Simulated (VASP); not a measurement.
Output of a VASP run:

**OSZICAR**
```
       N       E                     dE             d eps       ncg     rms          rms(c)
DAV:   1     0.111487002177E+03    0.11149E+03   -0.81073E+03  1227   0.137E+03
DAV:   2     0.218491777212E+00   -0.11127E+03   -0.10828E+03  1277   0.312E+02
DAV:   3    -0.775078134441E+01   -0.79693E+01   -0.79206E+01  1622   0.882E+01
DAV:   4    -0.796428221517E+01   -0.21350E+00   -0.21332E+00  1335   0.169E+01
DAV:   5    -0.797391406601E+01   -0.96319E-02   -0.96315E-02  1791   0.312E+00    0.406E+00
DAV:   6    -0.773595468881E+01    0.23796E+00   -0.44235E-01  1824   0.117E+01    0.228E+00
DAV:   7    -0.771707215117E+01    0.18883E-01   -0.12679E-01  1703   0.328E+00    0.690E-01
DAV:   8    -0.771824938104E+01   -0.11772E-02   -0.12149E-02  1445   0.157E+00    0.174E-01
DAV:   9    -0.771892852217E+01   -0.67914E-03   -0.12689E-03  1487   0.452E-01    0.108E-01
DAV:  10    -0.771904205618E+01   -0.11353E-03   -0.16454E-04  1628   0.157E-01    0.708E-02
DAV:  11    -0.771908611876E+01   -0.44063E-04   -0.15328E-04  1297   0.131E-01    0.549E-02
DAV:  12    -0.771908808442E+01   -0.19657E-05   -0.10520E-05  1282   0.266E-02    0.157E-02
DAV:  13    -0.771908833397E+01   -0.24956E-06   -0.19728E-06  1532   0.909E-03    0.907E-03
DAV:  14    -0.771908857516E+01   -0.24119E-06   -0.15457E-07  1215   0.431E-03    0.299E-03
DAV:  15    -0.771908877601E+01   -0.20085E-06   -0.47085E-08   766   0.248E-03    0.670E-04
DAV:  16    -0.771908881624E+01   -0.40228E-07   -0.99631E-09   656   0.110E-03
   1 F= -.77190888E+01 E0= -.77191687E+01  d E =0.239520E-03
```

**OUTCAR**
```
------------------------ aborting loop because EDIFF is reached ----------------------------------------
  FORCE on cell =-STRESS in cart. coord.  units (eV):
  Direction    XX          YY          ZZ          XY          YZ          ZX
  --------------------------------------------------------------------------------------
  Total        0.0266584      0.0266584      0.0266584      0.0000000      0.0000000     -0.0000000
  in kB        0.7217888      0.7217888      0.7217888      0.0000000      0.0000000     -0.0000000
  external PRESSURE =       0.7217888 kB  Pullay stress =       0.0000000 kB
  volume of cell :       59.17
      direct lattice vectors                 reciprocal lattice vectors
     0.000000000  3.092916740  3.092916740    -0.161659702  0.161659702  0.161659702
     3.092916740  0.000000000  3.092916740     0.161659702 -0.161659702  0.161659702
     3.092916740  3.092916740  0.000000000     0.161659702  0.161659702 -0.161659702
  FREE ENERGIE OF THE ION-ELECTRON SYSTEM (eV)
  ---------------------------------------------------
  free  energy   TOTEN  =        -7.7190888162 eV

  energy  without entropy=       -7.7193283360  energy(sigma->0) =       -7.71916866
```
(Selected blocks of OUTCAR.)

**POSCAR**
```
InAs
1
    0.0000000000     3.0929167400     3.0929167400
    3.0929167400     0.0000000000     3.0929167400
    3.0929167400     3.0929167400     0.0000000000
In As
1 1
Direct
  0.0000000000   0.0000000000   0.0000000000
  0.2500000000   0.2500000000   0.2500000000
```

Q: Reconstruct the remaining input files.

A: This is not unique; one that fits is the input of the run itself, PBE GGA, plane waves, VASP's PBE PAW potentials (set 64).

INCAR:
```
# general
SYSTEM =InAs
PREC   =Accurate
ENCUT  =480   # plane-wave cut-off (eV)
LREAL  =F   # projection in real space or not
LASPH  =T   # aspherical one-centre terms

# electronic loop
EDIFF  =1E-7
NELM   =100   # most electronic steps
ALGO   =Normal   # blocked Davidson
LMAXMIX=4   # l cut-off of mixed one-centre charges

# smearing
ISMEAR =1   # Methfessel-Paxton
SIGMA  =0.1   # width (eV)

# functional
GGA    =PE   # PBE

# ions
ISIF   =2   # forces and stress, cell fixed

# output
LWAVE  =F
LCHARG =F
```

KPOINTS:
```
Automatic mesh
0
Gamma
10 10 10
0 0 0
```

POTCAR, in this order: In_d As (PBE.64 set). Program: vasp_std.

The compound is InAs in the zinc blende structure. It was relaxed first, which changed the volume by +6 %.
